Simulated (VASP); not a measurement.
Computed with PBE GGA, VASP's PBE PAW potentials (set 64) (plane waves; VASP).

A VASP calculation is set up with these files.

**KPOINTS**
```
Automatic mesh
0
Gamma
1 1 1
0 0 0
```

**INCAR**
```
# general
SYSTEM = C31Si32
PREC   = Normal
ENCUT  = 400
LREAL  = Auto
LASPH  = .TRUE.
ISYM   = 0
NELECT = 250.0

# electronic loop
EDIFF  = 1E-5
NELM   = 100
NELMIN = 4
ALGO   = Fast

# smearing
ISMEAR = 0
SIGMA  = 0.05

# functional
GGA    = PE   # PBE

# ions
IBRION = 2   # conjugate gradients
NSW    = 60   # most ionic steps
ISIF   = 2   # forces and stress, cell fixed
EDIFFG = -0.03   # ionic stop

# output
LWAVE  = .FALSE.
LCHARG = .FALSE.
```

File POSCAR:
```
C31Si32
1
    8.7583314355     0.0000000000     0.0000000000
    0.0000000000     8.7583314355    -0.0000000000
   -0.0000000000    -0.0000000000     8.7583314355
Si C
32 31
Direct
  0.5000000000   0.0000000000   0.0000000000
  0.7500000000   0.2500000000   0.0000000000
  0.7500000000   0.0000000000   0.2500000000
  0.0000000000   0.0000000000   0.0000000000
  0.2500000000   0.2500000000   0.0000000000
  0.5000000000   0.5000000000   0.0000000000
  0.7500000000   0.7500000000   0.0000000000
  0.2500000000   0.0000000000   0.2500000000
  0.5023210000   0.2556390000   0.2515680000
  0.7444760000   0.4958670000   0.2516670000
  0.5000000000   0.0000000000   0.5000000000
  0.7556730000   0.2454140000   0.5034030000
  0.7500000000   0.0000000000   0.7500000000
  0.0000000000   0.5000000000   0.0000000000
  0.2500000000   0.7500000000   0.0000000000
  0.0000000000   0.2500000000   0.2500000000
  0.2500000000   0.5000000000   0.2500000000
  0.5000000000   0.7500000000   0.2500000000
  0.0000000000   0.0000000000   0.5000000000
  0.2500000000   0.2500000000   0.5000000000
  0.5040660000   0.4943880000   0.4956950000
  0.7500000000   0.7500000000   0.5000000000
  0.2500000000   0.0000000000   0.7500000000
  0.5000000000   0.2500000000   0.7500000000
  0.7500000000   0.5000000000   0.7500000000
  0.0000000000   0.7500000000   0.2500000000
  0.0000000000   0.5000000000   0.5000000000
  0.2500000000   0.7500000000   0.5000000000
  0.0000000000   0.2500000000   0.7500000000
  0.2500000000   0.5000000000   0.7500000000
  0.5000000000   0.7500000000   0.7500000000
  0.0000000000   0.7500000000   0.7500000000
  0.6205560000   0.1262700000   0.1226650000
  0.8799640000   0.3789240000   0.1284400000
  0.8802160000   0.1281620000   0.3760380000
  0.1250000000   0.1250000000   0.1250000000
  0.3781330000   0.3755590000   0.1210810000
  0.6274840000   0.6194480000   0.1251510000
  0.8750000000   0.8750000000   0.1250000000
  0.3789040000   0.1262100000   0.3744880000
  0.8693200000   0.6200950000   0.3757830000
  0.6277110000   0.1307020000   0.6195450000
  0.8701240000   0.3725020000   0.6202490000
  0.8750000000   0.1250000000   0.8750000000
  0.1250000000   0.6250000000   0.1250000000
  0.3750000000   0.8750000000   0.1250000000
  0.1250000000   0.3750000000   0.3750000000
  0.3745340000   0.6255020000   0.3758780000
  0.6250000000   0.8750000000   0.3750000000
  0.1250000000   0.1250000000   0.6250000000
  0.3695250000   0.3705440000   0.6220800000
  0.6226020000   0.6254570000   0.6205750000
  0.8750000000   0.8750000000   0.6250000000
  0.3750000000   0.1250000000   0.8750000000
  0.6250000000   0.3750000000   0.8750000000
  0.8750000000   0.6250000000   0.8750000000
  0.1250000000   0.8750000000   0.3750000000
  0.1250000000   0.6250000000   0.6250000000
  0.3750000000   0.8750000000   0.6250000000
  0.1250000000   0.3750000000   0.8750000000
  0.3750000000   0.6250000000   0.8750000000
  0.6250000000   0.8750000000   0.8750000000
  0.1250000000   0.8750000000   0.8750000000
```

POTCAR, in this order: Si C (PBE.64 set). Program: vasp_gam.

Output

### OSZICAR
```
...
   2 F= -.48394282E+03 E0= -.48394282E+03  d E =-.749849E+00
       N       E                     dE             d eps       ncg     rms          rms(c)
DAV:   1    -0.484083928064E+03   -0.14111E+00   -0.12352E+01   340   0.925E+00    0.101E+00
RMM:   2    -0.484085031620E+03   -0.11036E-02   -0.25078E-01   314   0.122E+00    0.445E-01
RMM:   3    -0.484082492138E+03    0.25395E-02   -0.52913E-02   315   0.511E-01    0.225E-01
RMM:   4    -0.484082706369E+03   -0.21423E-03   -0.98241E-03   324   0.218E-01    0.108E-01
RMM:   5    -0.484082776547E+03   -0.70178E-04   -0.18654E-03   323   0.101E-01    0.322E-02
RMM:   6    -0.484082808067E+03   -0.31520E-04   -0.42964E-04   335   0.454E-02    0.186E-02
RMM:   7    -0.484082812624E+03   -0.45564E-05   -0.82720E-05   311   0.214E-02
   3 F= -.48408281E+03 E0= -.48408281E+03  d E =-.889843E+00
       N       E                     dE             d eps       ncg     rms          rms(c)
DAV:   1    -0.484272918253E+03   -0.19011E+00   -0.11441E+01   314   0.885E+00    0.998E-01
RMM:   2    -0.484285614800E+03   -0.12697E-01   -0.32447E-01   314   0.143E+00    0.490E-01
RMM:   3    -0.484283892476E+03    0.17223E-02   -0.65053E-02   316   0.585E-01    0.240E-01
RMM:   4    -0.484284726453E+03   -0.83398E-03   -0.13445E-02   325   0.250E-01    0.120E-01
RMM:   5    -0.484284864866E+03   -0.13841E-03   -0.21232E-03   322   0.112E-01    0.403E-02
RMM:   6    -0.484284923697E+03   -0.58831E-04   -0.57670E-04   330   0.522E-02    0.187E-02
RMM:   7    -0.484284928239E+03   -0.45419E-05   -0.10408E-04   309   0.238E-02    0.677E-03
RMM:   8    -0.484284928947E+03   -0.70806E-06   -0.20949E-05   205   0.112E-02
   4 F= -.48428493E+03 E0= -.48428493E+03  d E =-.202116E+00
       N       E                     dE             d eps       ncg     rms          rms(c)
DAV:   1    -0.484289509687E+03   -0.45814E-02   -0.38342E-01   356   0.161E+00    0.181E-01
RMM:   2    -0.484289950004E+03   -0.44032E-03   -0.10910E-02   314   0.259E-01    0.893E-02
RMM:   3    -0.484289905678E+03    0.44326E-04   -0.22302E-03   316   0.107E-01    0.472E-02
RMM:   4    -0.484289935910E+03   -0.30232E-04   -0.47258E-04   325   0.461E-02    0.241E-02
RMM:   5    -0.484289942415E+03   -0.65055E-05   -0.77110E-05   288   0.207E-02
   5 F= -.48428994E+03 E0= -.48428994E+03  d E =-.207130E+00
       N       E                     dE             d eps       ncg     rms          rms(c)
DAV:   1    -0.484350623167E+03   -0.60687E-01   -0.96479E+00   324   0.807E+00    0.922E-01
RMM:   2    -0.484358059086E+03   -0.74359E-02   -0.25661E-01   314   0.125E+00    0.431E-01
RMM:   3    -0.484357291496E+03    0.76759E-03   -0.51532E-02   315   0.518E-01    0.230E-01
RMM:   4    -0.484357933188E+03   -0.64169E-03   -0.10561E-02   330   0.216E-01    0.116E-01
RMM:   5    -0.484357994676E+03   -0.61489E-04   -0.14775E-03   315   0.960E-02    0.339E-02
RMM:   6    -0.484358035617E+03   -0.40941E-04   -0.40353E-04   331   0.453E-02    0.179E-02
RMM:   7    -0.484358041825E+03   -0.62079E-05   -0.12221E-04   317   0.233E-02    0.848E-03
RMM:   8    -0.484358040017E+03    0.18086E-05   -0.19010E-05   192   0.107E-02
   6 F= -.48435804E+03 E0= -.48435804E+03  d E =-.680976E-01
       N       E                     dE             d eps       ncg     rms          rms(c)
DAV:   1    -0.484361064888E+03   -0.30231E-02   -0.30265E-01   356   0.143E+00    0.165E-01
RMM:   2    -0.484361317312E+03   -0.25242E-03   -0.82154E-03   314   0.221E-01    0.767E-02
RMM:   3    -0.484361294938E+03    0.22374E-04   -0.16137E-03   315   0.913E-02    0.441E-02
RMM:   4    -0.484361312747E+03   -0.17809E-04   -0.34809E-04   328   0.384E-02    0.218E-02
RMM:   5    -0.484361314151E+03   -0.14041E-05   -0.44938E-05   251   0.169E-02
   7 F= -.48436131E+03 E0= -.48436131E+03  d E =-.713717E-01
       N       E                     dE             d eps       ncg     rms          rms(c)
DAV:   1    -0.484377935273E+03   -0.16623E-01   -0.26920E+00   324   0.437E+00    0.461E-01
RMM:   2    -0.484379081124E+03   -0.11459E-02   -0.48261E-02   314   0.548E-01    0.195E-01
RMM:   3    -0.484378575427E+03    0.50570E-03   -0.88677E-03   314   0.221E-01    0.911E-02
RMM:   4    -0.484378635731E+03   -0.60304E-04   -0.18313E-03   317   0.947E-02    0.413E-02
RMM:   5    -0.484378662050E+03   -0.26319E-04   -0.32954E-04   334   0.409E-02    0.178E-02
RMM:   6    -0.484378667154E+03   -0.51037E-05   -0.57551E-05   269   0.177E-02
   8 F= -.48437867E+03 E0= -.48437867E+03  d E =-.173530E-01
       N       E                     dE             d eps       ncg     rms          rms(c)
DAV:   1    -0.484378720295E+03   -0.58245E-04   -0.95058E-03   372   0.260E-01    0.274E-02
RMM:   2    -0.484378727006E+03   -0.67108E-05   -0.18199E-04   314   0.335E-02    0.119E-02
RMM:   3    -0.484378726162E+03    0.84333E-06   -0.33796E-05   222   0.136E-02    0.604E-03
RMM:   4    -0.484378726472E+03   -0.30980E-06   -0.62153E-06   189   0.569E-03
   9 F= -.48437873E+03 E0= -.48437873E+03  d E =-.174123E-01
       N       E                     dE             d eps       ncg     rms          rms(c)
DAV:   1    -0.484381817484E+03   -0.30913E-02   -0.50447E-01   324   0.190E+00    0.199E-01
RMM:   2    -0.484382136573E+03   -0.31909E-03   -0.10062E-02   314   0.252E-01    0.885E-02
RMM:   3    -0.484382044897E+03    0.91676E-04   -0.17623E-03   314   0.995E-02    0.426E-02
RMM:   4    -0.484382050279E+03   -0.53816E-05   -0.39973E-04   318   0.434E-02    0.173E-02
RMM:   5    -0.484382055925E+03   -0.56457E-05   -0.70730E-05   270   0.186E-02
  10 F= -.48438206E+03 E0= -.48438206E+03  d E =-.332945E-02
       N       E                     dE             d eps       ncg     rms          rms(c)
DAV:   1    -0.484382059009E+03   -0.87305E-05   -0.30211E-04   356   0.464E-02    0.558E-03
RMM:   2    -0.484382059608E+03   -0.59801E-06   -0.10757E-05   183   0.817E-03    0.276E-03
RMM:   3    -0.484382059726E+03   -0.11895E-06   -0.19507E-06   173   0.335E-03    0.159E-03
RMM:   4    -0.484382059735E+03   -0.88585E-08   -0.19754E-07    79   0.162E-03
  11 F= -.48438206E+03 E0= -.48438206E+03  d E =-.333326E-02
       N       E                     dE             d eps       ncg     rms          rms(c)
DAV:   1    -0.484382907220E+03   -0.84749E-03   -0.12806E-01   324   0.962E-01    0.999E-02
RMM:   2    -0.484382972086E+03   -0.64865E-04   -0.24712E-03   314   0.125E-01    0.457E-02
RMM:   3    -0.484382948670E+03    0.23416E-04   -0.48751E-04   315   0.504E-02    0.224E-02
RMM:   4    -0.484382952881E+03   -0.42118E-05   -0.11702E-04   322   0.225E-02    0.997E-03
RMM:   5    -0.484382953939E+03   -0.10572E-05   -0.15963E-05   194   0.954E-03
  12 F= -.48438295E+03 E0= -.48438295E+03  d E =-.894203E-03
       N       E                     dE             d eps       ncg     rms          rms(c)
DAV:   1    -0.484382954870E+03   -0.19884E-05   -0.41031E-05   316   0.165E-02    0.225E-03
RMM:   2    -0.484382954985E+03   -0.11504E-06   -0.17919E-06   167   0.359E-03    0.127E-03
RMM:   3    -0.484382954993E+03   -0.76761E-08   -0.13617E-07    68   0.155E-03    0.636E-04
RMM:   4    -0.484382954994E+03   -0.10696E-08   -0.18417E-08    46   0.140E-03
  13 F= -.48438295E+03 E0= -.48438295E+03  d E =-.895258E-03
       N       E                     dE             d eps       ncg     rms          rms(c)
DAV:   1    -0.484383253823E+03   -0.29883E-03   -0.44040E-02   324   0.562E-01    0.565E-02
RMM:   2    -0.484383266898E+03   -0.13075E-04   -0.80343E-04   314   0.715E-02    0.259E-02
RMM:   3    -0.484383259062E+03    0.78362E-05   -0.18486E-04   316   0.300E-02    0.122E-02
RMM:   4    -0.484383261837E+03   -0.27749E-05   -0.40653E-05   225   0.130E-02
  14 F= -.48438326E+03 E0= -.48438326E+03  d E =-.306843E-03
```

**OUTCAR**
```
------------------------ aborting loop because EDIFF is reached ----------------------------------------
  FORCE on cell =-STRESS in cart. coord.  units (eV):
  Direction    XX          YY          ZZ          XY          YZ          ZX
  --------------------------------------------------------------------------------------
  Total      -25.8682442    -25.9275600    -25.9210496     -0.1078261     -0.0827339      0.0988850
  in kB      -61.6898063    -61.8312609    -61.8157350     -0.2571404     -0.1973012      0.2358179
  external PRESSURE =     -61.7789341 kB  Pullay stress =       0.0000000 kB
  volume of cell :      671.84
      direct lattice vectors                 reciprocal lattice vectors
     8.758331436  0.000000000  0.000000000     0.114176999  0.000000000  0.000000000
     0.000000000  8.758331436  0.000000000     0.000000000  0.114176999  0.000000000
     0.000000000  0.000000000  8.758331436     0.000000000  0.000000000  0.114176999
  FREE ENERGIE OF THE ION-ELECTRON SYSTEM (eV)
  ---------------------------------------------------
  free  energy   TOTEN  =      -484.3832618369 eV

  energy  without entropy=     -484.3832618369  energy(sigma->0) =     -484.38326184

 reached required accuracy - stopping structural energy minimisation
```
(Selected blocks of OUTCAR.)

CONTCAR:
```
C31Si32
   1.00000000000000
     8.7583314355000006    0.0000000000000000    0.0000000000000000
     0.0000000000000000    8.7583314355000006    0.0000000000000000
     0.0000000000000000    0.0000000000000000    8.7583314355000006
  Si              C
    32    31
Direct
     0.4982463519065274    0.9991050816299730    0.9989741488307353
     0.7500299667512291    0.2499349588244804    0.9983058498000172
     0.7500627222722667    0.9985105824922420    0.2497947685281487
     0.0003657576570812    0.9995657752229917    0.9995925843573145
     0.2493119814494532    0.2480250491084372    0.9988939696836413
     0.5000418908820666    0.4999558512459780    0.9980888453374815
     0.7518824125705232    0.7506262732983773    0.9989764864759411
     0.2493276812148877    0.9990689426982948    0.2479053794997056
     0.4905230392385771    0.2406913097462099    0.2401941090115685
     0.7593486226929433    0.5091736896538823    0.2403230814540493
     0.5002353729797853    0.9984869131875644    0.4996121652066444
     0.7603485148955530    0.2397667586875072    0.5098249756104205
     0.7520373412117480    0.9988098132906863    0.7507789732946174
     0.0008032374508134    0.5017074849174981    0.9989674300665705
     0.2497001197272448    0.7502418519291364    0.9994784364249509
     0.0016409744675712    0.2498479314536375    0.2497628581888925
     0.2485176675858495    0.4999955933675629    0.2496326801687367
     0.5000803758737066    0.7513174435344953    0.2496988495850821
     0.0011165108325392    0.9987888389689104    0.5017200625066895
     0.2485849642451315    0.2498843810311727    0.4996753533759755
     0.4903937198029075    0.5093820468302308    0.5091433333952994
     0.7499637232047519    0.7512428778079336    0.4996799354992053
     0.2499418576867915    0.9996237295581145    0.7500342855819034
     0.5001781974826959    0.2499146408284579    0.7510701249468532
     0.7500323820679635    0.4998387522538266    0.7510773415314567
     0.0007366595192786    0.7506432472116373    0.2479263770560382
     0.0015459658330290    0.4997979997659438    0.4996624849724751
     0.2492673400555105    0.7507223159628792    0.5015653020867575
     0.0010758855129273    0.2478568548621832    0.7507973241247469
     0.2491748349922855    0.5017417729389000    0.7505662560067453
     0.4981472107725101    0.7507404135633216    0.7505103211181819
     0.0003512213926691    0.7500197745434819    0.7500655394416873
     0.6263858509442771    0.1252928342322353    0.1250573291776390
     0.8748301328416916    0.3734568512740293    0.1250671652317380
     0.8751662157726928    0.1248981129246294    0.3735317978079875
     0.1250262042862910    0.1247026653017524    0.1246040613586463
     0.3752324318848617    0.3763716509848078    0.1248173022361063
     0.6236836857295639    0.6245609596536933    0.1249157688684113
     0.8750951378933658    0.8750663750236372    0.1246554400802998
     0.3753949992164207    0.1252354215176470    0.3760556251437056
     0.8746846233550865    0.6245107309023195    0.3761178263328248
     0.6239208034146952    0.1249199891365469    0.6246506505222734
     0.8751108749253247    0.3761326219249889    0.6247216853537714
     0.8752094805788994    0.1246567944318958    0.8750785972794337
     0.1251106942292881    0.6251527234210174    0.1245109757323590
     0.3749174038038856    0.8746949701710363    0.1245584618800782
     0.1251002673117928    0.3749219546678136    0.3746546896899938
     0.3752527318909867    0.6246892413695220    0.3733159942246203
     0.6250967206249977    0.8749304942438141    0.3746394236274445
     0.1253598527962489    0.1246322154978543    0.6249950648185738
     0.3752661006466433    0.3734950943500931    0.6244855544912379
     0.6262432755972910    0.6245869395428083    0.6244496531456453
     0.8752146981892985    0.8745018188856588    0.6249698654216665
     0.3750432546100850    0.1247922739218843    0.8745275335008882
     0.6250935535726371    0.3749109632313498    0.8746006892011768
     0.8751085209792748    0.6249649800363597    0.8745462169301544
     0.1250845353518577    0.8747866513899807    0.3746350050157096
     0.1249165728280220    0.6249839809214621    0.6248616640997310
     0.3750305094604483    0.8751445363453906    0.6247730390632504
     0.1250948992031899    0.3748611864660747    0.8748579115859942
     0.3748063768422434    0.6251416059905190    0.8748261394379961
     0.6250335084256096    0.8747459335799979    0.8748085773965730
     0.1250805785642105    0.8749114782432211    0.8747166581755251
```

At this cut-off the stress carries a Pulay error, which pulls relaxed volumes low. The cell is charged, with a uniform compensating background. The supercell is sampled at Γ alone, which is coarse: total energies, pressure and levels can be off, energies of defects by several tenths of an eV.

The cell is a supercell with a defect, built from SiC (zinc blende): vac_C, charge +2. The run is not spin-polarised, so no state with unpaired spins was tried.
